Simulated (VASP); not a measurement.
## Br (relaxed from the fcc structure, space group Fm-3m): computed properties

Computed with PBEsol GGA, VASP's PBE PAW potentials (set 64) (plane waves; VASP 6.6.1).

```yaml
space_group: Fm-3m (225)
cell: a = 4.5643 Å, b = 4.5643 Å, c = 4.5643 Å, α = 90.00°, β = 90.00°, γ = 90.00°
volume_per_atom: 23.77 Å³/atom
band gap (over mesh and band path): none (metal, semimetal or under 0.01 eV)
density: 5.58 g/cm³
```

```yaml
crystal:
  lattice:
    - [0.00000, 2.28217, 2.28217]
    - [2.28217, 0.00000, 2.28217]
    - [2.28217, 2.28217, 0.00000]
  atoms:
    - { symbol: Br, position: [0.00000, 0.00000, 0.00000] }
```

The structure was generated: Br was put into the fcc type (Fm-3m), which need not be its known phase. It was relaxed first, which changed the volume by -10 %. Symmetry was kept, so distortions that lower it aren't found.
